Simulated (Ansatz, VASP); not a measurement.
# Cross-check of KCeS2 between VASP and Ansatz, part 2 of 2

Wanted: the spread between two codes on one cell, functional and k mesh. The cell is taken from a series of VASP runs on this material, whose earlier steps may have relaxed, scaled or displaced it; both programs get it as it stands.

VASP 6.6.1 and Ansatz 0.2.0.

So far. Step 2 (VASP: relaxation of cell and atoms, PBEsol, DFT+U): Experiment finds antiferromagnetic order in this phase (below 0.38 K, arxiv:2005.06300), so this ferromagnetic run describes another state.

In doubt: a part-filled 4f shell, where there is one, can sit in one of many states, so energies may not be the lowest and differences between runs may mislead; derivatives with an open 4f shell can jump between states, which bears on forces and vibrations.

## 3. Ansatz: relaxation of cell and atoms, PBEsol, DFT+U

Level of this step: Ansatz beside VASP: Kohn-Sham DFT, plane waves, PBEsol, DFT+U (Ansatz).

Ansatz runs on its default PAW (the set named soft_2) files.

The same cell, functional, mesh and smearing now go to Ansatz, which takes its cutoff from its data sets.

Input file input.yaml:

```yaml
crystal:
  lattice:
    - [2.104294822, 1.214915182, 7.2572895979]
    - [-2.104294822, 1.214915182, 7.2572895979]
    - [0.0, -2.4298303639, 7.2572895979]
  atoms:
    - { symbol: K, position: [0.5, 0.5, 0.5] }
    - { symbol: Ce, position: [0.0, 0.0, 0.0], spin: 1.0 }
    - { symbol: S, position: [0.2629701593, 0.2629701593, 0.2629701593] }
    - { symbol: S, position: [0.7370298407, 0.7370298407, 0.7370298407] }
hamiltonian:
  xc: pbesol
  pseudopotentials: { kind: paw }
  hubbard: { sites: [{ species: Ce, l: f, u_eff: 6.0 }] }
magnetization:
  spin_polarized: true
kpoints:
  mp_grid: { grid: [6, 6, 6] }
scf:
  occupations: { method: gaussian, width: 0.05 }
relax:
  f_tol: 0.01
  max_steps: 60
  cell: { stress_tol: 0.05 }
output:
  forces: true
  stress: true
```

Run with:

```console
$ ansatz run input.yaml --threads 4 --pin off --max-ram 9216MiB --backend cpu --events-out ev --progress --plain --runs-dir out
```

Numbers of over 12 decimals in the logs are rounded to 6 here.

Log:

```text
basis.fft_grid_basis auto: the FFT boxes are laid along the combinations [[1, 0, -1], [0, 1, -1], [0, 0, 1]] of the cell's own vectors, 4.209, 4.209 and 7.653 Å long. The dense box has 30×30×54 points. Along the cell's own vectors, as sized, it would have 54×54×54, 3.24 times as many. Of the 12 symmetry operations that the crystal satisfies within crystal.symmetry.tolerance (time reversal apart; of a slab, those that [...]
K: projections on atomic orbitals take those of the free atom [Ne] 3s2 3p6 4s1, of charge +0.00 (hamiltonian.pseudopotentials.projection_atoms); the dataset's partial waves leave at most 2.3e-7 of an orbital's norm unspanned inside its sphere
Ce: projections on atomic orbitals take those of the free atom [Kr 4d10] 4f1 5s2 5p6 5d1 6s2, of charge +0.00 (hamiltonian.pseudopotentials.projection_atoms); the dataset's partial waves leave at most 1.4e-5 of an orbital's norm unspanned inside its sphere
S: projections on atomic orbitals take those of the free atom [Ne] 3s2 3p4, of charge +0.00 (hamiltonian.pseudopotentials.projection_atoms); the dataset's partial waves leave at most 1.6e-7 of an orbital's norm unspanned inside its sphere
band count auto-derived: 27, from the close of a first SCF at 21 (N_el = 33.0; filled up to band 17; 21 by the electrons, moments and atoms)
Engine: ansatz 0.2.0, x86_64-unknown-linux-gnu
Pseudopotentials: kind: paw
Pseudopotential: K, paw, valence charge 9, recommended cutoff 420 eV (normal), K.paw.azcp
Pseudopotential: Ce, paw, valence charge 12, recommended cutoff 420 eV (normal), Ce.paw.azcp
Pseudopotential: S, paw, valence charge 6, recommended cutoff 420 eV (normal), S.paw.azcp
Functional definition: PBEsol
  exchange = pbesol_x
  correlation = pbesol_c
Crystal: 4 atoms, lattice volume = 111.321 Å³
Basis set: ecut = 420 eV, 2149 PW (Γ), FFT grids on a1−a3, a2−a3, a3, exchange–correlation on 60×60×108 points (8 copies of the dense FFT grid, shifted against one another)
Bands: 21, of which v1, the nominal top of the filled ones, is band 17 counted from 1 (16 counted from 0)
Symmetry: 12 space group operations
Space group: R-3m (ITA 166), of the structure as read, at distance tolerance 4.8e-5 Å
Magnetic group: BNS 166.97 (UNI 1327), of the structure as read, at distance tolerance 4.8e-5 Å
k-points: 32 of 216
Non-local potential: K, projectors of the file, l = 0: 3, l = 1: 2, l = 2: 2
Non-local potential: Ce, projectors of the file, l = 0: 3, l = 1: 2, l = 2: 2, l = 3: 3
Non-local potential: S, projectors of the file, l = 0: 2, l = 1: 2, l = 2: 2
PAW form: soft (Blöchl's): semilocal exchange-correlation on the pseudo side does not see the compensation charge
PAW frozen core: K, regenerated for the run's functional, and the local potential with it (the file was generated under x = pbe(κ = 0.804, μ = 0.219515), c = pbe(β = 0.066725))
PAW frozen core: Ce, regenerated for the run's functional, and the local potential with it (the file was generated under x = pbe(κ = 0.804, μ = 0.219515), c = pbe(β = 0.066725))
PAW frozen core: S, regenerated for the run's functional, and the local potential with it (the file was generated under x = pbe(κ = 0.804, μ = 0.219515), c = pbe(β = 0.066725))
PAW one-centre angular grid: K, 110 points (default); XC on 64 Gauss nodes
PAW one-centre angular grid: Ce, 590 points (default); XC on 64 Gauss nodes
PAW one-centre angular grid: S, 110 points (default); XC on 64 Gauss nodes
Initial density: superposition of atomic densities (chi_scale 0.1, normalization cell, long waves kept (reshape's long-wave potential 0.05 eV rms))
Starting moments: Σ|m| = 1 μB on 1 of 4 sites
Initial wavefunctions: pseudopotential atomic-orbital guess
Functional: x = pbesol(κ = 0.804, μ = 0.123457), c = pbesol(β = 0.046)
SCF iter   1: F=—  HF=-9779.608534 eV  |F-HF|=—  |Δ(HF+E_count)|=         —  Δρ=6.81e-2 (↑6.81e-2 ↓6.30e-2)  dr2=1.36e1  dr2_m=1.82e-1  M=0.220 μB ∫|m|=0.262 μB  β_m=0.30  ethr=3.10e-3  ⟨swp⟩=11.2  Hψ=9290  notcnv=0
preconditioner: auto → Kerker (q_TF=auto, 2.228 Å⁻¹)  [metal: Δε(μ)=0.015 eV  Ē_g=8.009 eV  σ=0.050 eV  W_gap=0.17  n_scr=22 (ndim 8)  ℏωp=14.5 eV  f_vac=0.001  D(μ)=2.33/eV (n_scr^D=16)]
spin=Collinear: Kerker preconditioning applied to the charge; magnetization (m = ρ↑ − ρ↓) channel mixes plain (no charge-response kernel on spin).
SCF iter   2: F=—  HF=-9776.491188 eV  |F-HF|=—  |Δ(HF+E_count)|=    3.12e0  Δρ=4.77e-2 (↑4.77e-2 ↓4.53e-2)  dr2=6.72e0  dr2_m=8.72e-2  M=0.219 μB ∫|m|=0.264 μB  β_m=0.30  ethr=3.10e-3  ⟨swp⟩=9.0  Hψ=5563  notcnv=0  defer=36
SCF iter   3: F=—  HF=-9783.771402 eV  |F-HF|=—  |Δ(HF+E_count)|=    7.28e0  Δρ=4.98e-1 (↑4.98e-1 ↓7.02e-2)  dr2=4.33e2  dr2_m=5.16e1  M=6.109 μB ∫|m|=6.114 μB  β_m=1.00  ethr=3.10e-3  ⟨swp⟩=12.6  Hψ=12111  notcnv=0  defer=45
SCF iter   4: F=—  HF=-9773.500764 eV  |F-HF|=—  |Δ(HF+E_count)|=    1.03e1  Δρ=5.63e-2 (↑5.63e-2 ↓4.77e-2)  dr2=5.78e0  dr2_m=1.68e0  M=1.000 μB ∫|m|=2.035 μB  β_m=0.30  ethr=3.10e-3  ⟨swp⟩=9.2  Hψ=7559  notcnv=0  defer=53
SCF iter   5: F=—  HF=-9774.361401 eV  |F-HF|=—  |Δ(HF+E_count)|=   8.61e-1  Δρ=3.34e-2 (↑2.97e-2 ↓3.34e-2)  dr2=1.01e0  dr2_m=7.95e-1  M=1.000 μB ∫|m|=1.401 μB  β_m=0.30  ethr=3.10e-3  ⟨swp⟩=7.2  Hψ=4350  notcnv=0  defer=47
[...]
SCF iter  10: F=—  HF=-9776.993910 eV  |F-HF|=—  |Δ(HF+E_count)|=   1.12e-1  Δρ=5.75e-3 (↑5.65e-3 ↓5.75e-3)  dr2=2.05e-2  dr2_m=2.98e-2  M=1.000 μB ∫|m|=1.118 μB  β_m=0.64  ethr=1.41e-4  ⟨swp⟩=4.8  Hψ=2416  notcnv=0  defer=41
SCF iter  11: F=—  HF=-9777.107847 eV  |F-HF|=—  |Δ(HF+E_count)|=   1.14e-1  Δρ=5.03e-4 (↑5.03e-4 ↓3.82e-4)  dr2=7.47e-4  dr2_m=1.18e-4  M=1.000 μB ∫|m|=1.095 μB  β_m=0.72  ethr=6.22e-5  ⟨swp⟩=6.7  Hψ=3473  notcnv=0  defer=40
SCF iter  12: F=—  HF=-9777.107865 eV  |F-HF|=—  |Δ(HF+E_count)|=   1.72e-5  Δρ=1.52e-4 (↑1.52e-4 ↓1.43e-4)  dr2=2.54e-4  dr2_m=6.48e-6  M=1.000 μB ∫|m|=1.090 μB  β_m=0.86  ethr=2.26e-6  ⟨swp⟩=2.5  Hψ=2814  notcnv=0  defer=35
SCF iter  13: F=—  HF=-9777.107824 eV  |F-HF|=—  |Δ(HF+E_count)|=   4.06e-5  Δρ=4.57e-5 (↑4.57e-5 ↓4.50e-5)  dr2=4.64e-5  dr2_m=3.83e-7  M=1.000 μB ∫|m|=1.088 μB  β_m=0.93  ethr=7.71e-7  ⟨swp⟩=2.2  Hψ=1791  notcnv=0  defer=31
SCF iter  14: F=—  HF=-9777.107817 eV  |F-HF|=—  |Δ(HF+E_count)|=   7.15e-6  Δρ=2.09e-5 (↑2.09e-5 ↓1.71e-5)  dr2=6.82e-6  dr2_m=5.40e-8  M=1.000 μB ∫|m|=1.088 μB  β_m=0.97  ethr=1.41e-7  ⟨swp⟩=2.1  Hψ=1833  notcnv=0  defer=31
SCF iter  15: F=—  HF=-9777.107817 eV  |F-HF|=—  |Δ(HF+E_count)|=   2.69e-7  Δρ=7.76e-6 (↑7.76e-6 ↓6.99e-6)  dr2=3.41e-7  dr2_m=1.23e-8  M=1.000 μB ∫|m|=1.088 μB  β_m=0.98  ethr=2.07e-8  ⟨swp⟩=2.9  Hψ=2529  notcnv=0  defer=31
SCF iter  16: F=-9777.107817 eV  HF=-9777.107817 eV  |F-HF|=4.37e-8  |Δ(HF+E_count)|=   3.60e-7  Δρ=3.98e-6 (↑3.98e-6 ↓2.08e-6)  dr2=4.24e-8  dr2_m=4.09e-9  M=1.000 μB ∫|m|=1.088 μB  ethr=3.03e-10  ⟨swp⟩=3.8  Hψ=3873  notcnv=0
SCF 1, on 21 bands, converged in 16 iterations: F = -9777.107817 eV; the run's SCF on all bands comes behind
iter 1 solved again at ethr=8.46e-9 eV; its pass at ethr=3.10e-3 eV (dr2=2.79e-6 eV) is discarded
SCF iter   1: F=—  HF=-9777.107817 eV  |F-HF|=—  |Δ(HF+E_count)|=         —  Δρ=3.97e-6 (↑3.97e-6 ↓2.09e-6)  dr2=4.25e-8  dr2_m=4.10e-9  M=1.000 μB ∫|m|=1.088 μB  β_m=0.30  ethr=8.46e-9  ⟨swp⟩=4.2  Hψ=13803  notcnv=0
spin=Collinear: Resta preconditioning applied to the charge; magnetization (m = ρ↑ − ρ↓) channel mixes plain (no charge-response kernel on spin).
iter 2 did not close the SCF: its close was put off for a magnetic moment that had not settled (scf_convergence_deferred on its scf_iter line)
SCF iter   2: F=-9777.107817 eV  HF=-9777.107817 eV  |F-HF|=4.55e-8  |Δ(HF+E_count)|=   1.35e-8  Δρ=3.56e-6 (↑3.56e-6 ↓1.62e-6)  dr2=2.40e-8  dr2_m=3.63e-9  M=1.000 μB ∫|m|=1.088 μB  β_m=0.65  ethr=1.29e-10  ⟨swp⟩=3.0  Hψ=3304  notcnv=0
SCF iter   3: F=-9777.107817 eV  HF=-9777.107817 eV  |F-HF|=1.87e-8  |Δ(HF+E_count)|=   1.47e-7  Δρ=2.24e-6 (↑2.24e-6 ↓6.87e-7)  dr2=3.84e-9  dr2_m=1.75e-9  M=1.000 μB ∫|m|=1.088 μB  ethr=7.26e-11  ⟨swp⟩=1.1  Hψ=4779  notcnv=0
SCF 2 converged in 3 iterations: F = -9777.107817 eV  dr2 = 3.84e-9
WARN: a single-point calculation of the run's input, under the relaxation's own `scf.mixing.negative_modes` where the relaxation goes by `scf.lower_state_search: light` itself or types `scf.max_iter`, was made at the relaxed geometry, from the atoms, in 19 SCF iterations in all. It converged +0.0 meV from the relaxation's final energy, with moments (0.00, 0.97, -0.01, -0.01 Bohr magnetons, atom by atom), which does n [...]
SCF converged after 3 iterations
Magnetization: 1.0000 μB (17.0000 up, 16.0000 down)
Absolute magnetization: 1.0685 μB (∫|ρ↑−ρ↓|, with the PAW one-centre terms)
Spin contamination: 0.0010 ħ² per cell (⟨S²⟩ above its minimum at these occupations)
Per-site moments (μB) at R_I (Å): [(-0.000597852, 1.324213), (0.974103, 1.182912), (-0.011792, 1.182912), (-0.011792, 1.182912)]
Free energy (F): -9777.107817 eV
Harris-Foulkes:  -9777.107817 eV  (|F-HF|=5.46e-12)
Internal energy: -9777.107817 eV  (E = F + TS)
E sigma→0 (E₀):  -9777.107817 eV
Fermi energy:    6.786085 eV
--- Per-component energies (eV) ---
  E_band       = -160.041669
  E_kinetic    = 836.432136
  E_local      = -1343.519145  (includes V_loc(G=0)·N_el)
  E_nonlocal   = 34.391326
  E_hartree    = 453.625588
  E_xc         = -547.413780
  E_vxc        = -585.437274  (∫ρ·V_xc dr)
  E_hubbard    = 0.328659  (on-site DFT+U / exact-exchange correction)
  E_vhub       = -2.661593  (the Hubbard potential's part of the band-sum identity)
  E_paw        = -7320.873873  (= ΣΔE_a)
  E_vpaw       = -6.498352  (= ΣTr[D̂ρ^β])
  E_aug_tail   = -0.000000  (compensation charges beyond the density's cutoff)
  E_ewald      = -1890.536808
  E_core_change = 0.458079  (= ΣΔE_core)
  E_smearing   = -0.000000  (= −TS)
  E_closure    = 0.000000  (closes the sum)
  Σ components = -9777.107817   (vs F -9777.107817, Δ=0.00e0)
--- Forces (eV/Å), atoms counted from 1 ---
  atom   1  K     -0.00000000     0.00000000     0.00000000
  atom   2  Ce    -0.00000000     0.00000000     0.00000000
  atom   3  S     -0.00000000     0.00000000     0.00052895
  atom   4  S      0.00000000    -0.00000000    -0.00052895
  max |Σ_I F_I| component: 1.08e-19 eV/Å
--- Stress (GPa, compression-positive) ---
        0.000448       0.000000      -0.000000
        0.000000       0.000448       0.000000
       -0.000000       0.000000       0.001029
  P = ⅓ Tr σ = 0.0006 GPa (0.006 kbar)
--- Band table (eV; the first three rows and the last of 64) ---
  k-point 0 ↑: bands = [... 13 lower, 4.2528, 5.4678, 5.6614, 5.6614, 9.0604, 9.0604, 9.5673, 9.6093, ... 6 higher]
  k-point 1 ↑: bands = [... 13 lower, 4.3198, 4.8857, 5.4516, 5.5164, 8.8868, 9.4905, 9.7440, 10.1970, ... 6 higher]
  k-point 2 ↑: bands = [... 13 lower, 4.3264, 4.5206, 5.2462, 5.2594, 8.5459, 10.0343, 10.1883, 10.2411, ... 6 higher]
  k-point 31 ↓: bands = [... 13 lower, 4.6436, 5.5477, 5.5477, 9.3316, 9.3316, 9.6638, 10.5652, 11.1085, ... 6 higher]
--- Relaxed structure (3 steps of the walk, 2 accepted, 1 SCFs on fresh bases) ---
  F+E_penalty+E_count = -9777.10781719 eV   max|allowed force component| = 5.290e-4 eV/Å   (the final SCF, on the basis selected at the relaxed cell)
  cell:  # Å, volume = 111.0674 Å³
    - [2.102272, 1.213747, 7.254682]
    - [-2.102272, 1.213747, 7.254682]
    - [0, -2.427494, 7.254682]
  atoms:
    - { symbol: K, position: [0.500000, 0.500000, 0.500000] }
    - { symbol: Ce, position: [0, 0, 0] }
    - { symbol: S, position: [0.263186, 0.263186, 0.263186] }
    - { symbol: S, position: [0.736814, 0.736814, 0.736814] }
```

The job ended after 18 s (4 threads of Intel Xeon Platinum 8375C at 2.90GHz (Ice Lake), shared host; peak memory 0.7 GiB).

## 4. Differences

Known differences besides the potentials themselves: U acts on the PAW sphere in VASP and on atomic orbitals in Ansatz, so only states and trends compare; both relaxations stop at a tolerance, which leaves soft axes loose, and VASP keeps its plane-wave basis; the cutoff is 420 eV in Ansatz and 400 eV in VASP; Ansatz makes its cores anew for this functional, VASP keeps those of its PBE data sets; Ansatz adds a Pulay correction to the stress that steers its cell, VASP none; site moments are counted in spheres of each program's own size. Total energies have different zeros and are not compared.

Both answers:

```csv
quantity,Ansatz,VASP,difference
volume (Å³),111.07,111.32,-0.23 %
"edge a after relaxation, in the typed setting (Å)",7.650,7.653,-0.04 %
total moment (μB),1.00,1.00,0.00
moment on Ce2 (μB),0.97,0.99,-0.02
```

The walks stopped with 0.00 GPa left in Ansatz and 0.02 GPa in VASP; each walk ends within a tolerance, so the volume difference is uncertain by about these residues over the bulk modulus, most in soft cells.

## 5. VASP: zone-centre phonons, PBEsol, DFT+U

Second derivatives magnify differences that forces hide, and they need a tight electronic threshold.

Input file INCAR:

```
SYSTEM = KCeS2
PREC = Accurate
ENCUT = 400
EDIFF = 1E-08
NELM = 150
ISMEAR = 0
SIGMA = 0.05
LREAL = .FALSE.
ALGO = Normal
GGA = PS
NBANDS = 24
ISPIN = 2
MAGMOM = -0 0.992 -0.01 -0.01
LDAU = .TRUE.
LDAUTYPE = 2
LDAUL = -1 3 -1
LDAUU = 0 6 0
LDAUJ = 0 0 0
LDAUPRINT = 1
LASPH = .TRUE.
LMAXMIX = 6
AMIX = 0.2
BMIX = 1E-04
AMIX_MAG = 0.8
BMIX_MAG = 1E-04
LORBIT = 11
LWAVE = .FALSE.
LCHARG = .FALSE.
KPAR = 4
IBRION = 6
NFREE = 2
POTIM = 0.015
ISIF = 2
NSW = 1
```

Input file POSCAR:

```
KCeS2
1.0
    2.1042948220      1.2149151820      7.2572895979
   -2.1042948220      1.2149151820      7.2572895979
    0.0000000000     -2.4298303639      7.2572895979
K Ce S
1 1 2
Direct
    0.5000000000      0.5000000000      0.5000000000
    0.0000000000      0.0000000000      0.0000000000
    0.2629701593      0.2629701593      0.2629701593
    0.7370298407      0.7370298407      0.7370298407
```

Input file KPOINTS:

```
Automatic mesh
0
Gamma
6 6 6
0 0 0
```

Potentials, in the order of the species: K_sv, Ce and S (PBE family, release 64).

Run with:

```console
$ mpirun -np 4 vasp_std
```

Log:

```text
[banner, memory and clock lines left out]
running    4 mpi-ranks, on    1 nodes
[...]
[... a notice as in an earlier step ...]

 LDA part: xc-table for (Slater+PW92), standard interpolation
 POSCAR, INCAR and KPOINTS ok, starting setup
[...]
entering main loop
       N       E                     dE             d eps       ncg     rms          rms(c)
DAV:   1     0.293829310719E+03    0.29383E+03   -0.11334E+04  3072   0.111E+03
DAV:   2     0.191049635223E+02   -0.27472E+03   -0.25301E+03  3872   0.273E+02
DAV:   3    -0.205533132364E+02   -0.39658E+02   -0.38925E+02  4152   0.121E+02
DAV:   4    -0.229533028105E+02   -0.24000E+01   -0.23878E+01  5128   0.252E+01
[...]
DAV:  26    -0.228810497134E+02   -0.99894E-07   -0.33770E-07  4920   0.419E-03    0.448E-04
DAV:  27    -0.228810497235E+02   -0.10086E-07   -0.65335E-08  3784   0.164E-03    0.238E-04
DAV:  28    -0.228810497262E+02   -0.27203E-08   -0.77113E-09  3448   0.783E-04
   1 F= -.22881050E+02 E0= -.22881050E+02  d E =-.110705E-10  mag=     1.0000
[... from here on, the cycles between the ionic steps are left out ...]
   2 F= -.22880904E+02 E0= -.22880904E+02  d E =-.110034E-10  mag=     1.0000
   7 F= -.22880576E+02 E0= -.22880576E+02  d E =-.986586E-11  mag=     1.0000
   8 F= -.22879955E+02 E0= -.22879955E+02  d E =-.148992E-10  mag=     1.0000
   9 F= -.22879955E+02 E0= -.22879955E+02  d E =-.149029E-10  mag=     1.0000
  10 F= -.22880638E+02 E0= -.22880638E+02  d E =-.106538E-10  mag=     1.0000
  11 F= -.22880638E+02 E0= -.22880638E+02  d E =-.106640E-10  mag=     1.0000
  12 F= -.22880431E+02 E0= -.22880431E+02  d E =-.117926E-11  mag=     1.0000
  13 F= -.22880421E+02 E0= -.22880421E+02  d E =-.156092E-21  mag=     1.0000
 Finite differences progress:
  Degree of freedom:   6/  6
  Displacement:        2/  2
  Total:              12/ 12
```

From OUTCAR (step 5):

```text
  Total       -0.0596861     -0.0596861     -0.0856671     -0.0000000     -0.0000000      0.0000000
  in kB       -0.8590239     -0.8590239     -1.2329520     -0.0000000     -0.0000000      0.0000000
  external PRESSURE =      -0.9836666 kB  Pullay stress =       0.0000000 kB

 POSITION                                       TOTAL-FORCE (eV/Angst)
 -----------------------------------------------------------------------------------
      0.00000      0.00000     10.88593         0.000000     -0.000000     -0.003862
      0.00000      0.00000      0.00000         0.000000     -0.000000     -0.055369
      0.00000      0.00000      5.71035         0.000000      0.000000      0.083362
      0.00000      0.00000     16.04652         0.000000     -0.000000     -0.024131
 -----------------------------------------------------------------------------------
    total drift:                               -0.000000      0.000000     -0.000045

  FREE ENERGIE OF THE ION-ELECTRON SYSTEM (eV)
  ---------------------------------------------------
  free  energy   TOTEN  =       -22.8804212063 eV

  energy  without entropy=      -22.8804212063  energy(sigma->0) =      -22.88042121

[... 3 parts as in an earlier step ...]
```

## 6. Ansatz: zone-centre phonons, PBEsol, DFT+U

The same cell, functional, mesh and smearing now go to Ansatz, which takes its cutoff from its data sets.

The cell is taken from a series of VASP runs on this material, whose earlier steps may have relaxed, scaled or displaced it; both programs get it as it stands.

input.yaml, the sections that differ from step 3:

```yaml
crystal:
  lattice:
    - [2.104294822, 1.214915182, 7.2572895979]
    - [-2.104294822, 1.214915182, 7.2572895979]
    - [0.0, -2.4298303639, 7.2572895979]
  atoms:
    - { symbol: K, position: [0.5, 0.5, 0.5] }
    - { symbol: Ce, position: [0.0, 0.0, 0.0], spin: 0.992 }
    - { symbol: S, position: [0.2629701593, 0.2629701593, 0.2629701593], spin: -0.01 }
    - { symbol: S, position: [0.7370298407, 0.7370298407, 0.7370298407], spin: -0.01 }
phonons:
  method: dfpt
  qpoints: [[0, 0, 0]]
# hamiltonian, magnetization, kpoints, scf: as in step 3
# relax: removed
# output: removed
```

Run with:

```console
$ ansatz run input.yaml --threads 4 --pin off --max-ram 9216MiB --backend cpu --events-out ev --progress --plain --runs-dir out
```

Log:

```text
[...]
Crystal: 4 atoms, lattice volume = 111.321 Å³
Basis set: ecut = 420 eV, 2149 PW (Γ), exchange–correlation on 108×108×108 points (8 copies of the dense FFT grid, shifted against one another)
Bands: 32, of which v1, the nominal top of the filled ones, is band 17 counted from 1 (16 counted from 0)
Symmetry: 12 space group operations
[...]
k-points: 32 of 216
[...]
non-analytic LO–TO correction: not included (Born effective charges unavailable; polar crystals: no LO–TO splitting at Γ)
--- Phonons (arbitrary-q DFPT): 1 explicit q-point ---
  q = [0, 0, 0] (of the zone-centre solve; hermiticity 3.02e-7, symmetrization 1.30e-11): -0.00 -0.00 -0.00 95.48 95.48 150.35 167.06 167.06 196.61 196.61 218.54 244.04
  sum rule: each row above includes the acoustic sum rule's correction from the zone centre's row sums; it moved no ω² by more than (0.47 cm⁻¹)²
[key lines of the parts left out:]
SCF converged after 7 iterations
Magnetization: 1.0000 μB (17.0000 up, 16.0000 down)
Free energy (F): -9777.107442 eV
Fermi energy:    6.758512 eV
```

The job ended after 45 s (4 threads; peak memory 3.2 GiB).

## 7. Differences

What differs besides the data sets and the points named for the pairs above, as far as they apply: VASP uses finite displacements, Ansatz perturbation theory. Total energies have different zeros and are not compared.

Both answers:

```csv
quantity,Ansatz,VASP,difference
optical mode 1 to 2 (cm⁻¹),95.5,96.7,-1.31 %
optical mode 3 (cm⁻¹),150.3,151.9,-1.05 %
optical mode 4 to 5 (cm⁻¹),167.1,172.5,-3.17 %
optical mode 6 to 7 (cm⁻¹),196.6,200.4,-1.88 %
optical mode 8 (cm⁻¹),218.5,221.4,-1.29 %
optical mode 9 (cm⁻¹),244.0,246.0,-0.79 %
```

Modes are paired by rising frequency and degeneracy, not by their patterns, so a pair may still set unlike modes beside each other.

## 8. What came out

| Item | Value |
| --- | --- |
| difference in volume (relaxation of cell and atoms, PBEsol, DFT+U) | -0.23 % |
| r.m.s. difference of the optical zone-centre modes, each program's sorted by frequency (zone-centre phonons, PBEsol, DFT+U) | 3.4 cm⁻¹ |
| difference in optical mode 4 to 5 (zone-centre phonons, PBEsol, DFT+U) | -3.2 % |

In words: The difference in volume is -0.23 % (relaxation of cell and atoms, PBEsol, DFT+U). Among the rows given in per cent, the largest difference of the zone-centre phonons, PBEsol, DFT+U pair is in optical mode 4 to 5, -3.2 %. How closely two codes agree says nothing of how well the functional describes the real material.

[Lines on the potential files, build, host, timing and source positions are cut from VASP's logs without a mark.]

[Logs are printed without paths, hosts, clocks, repeated set-up lines and the standing remarks that a program may print on its own settings, such as how far it seeks lower states.]

[Hosts, paths, dates, database ids (printed as entryN), source tags and the programs' standing remarks are cut or masked in the printed files.]
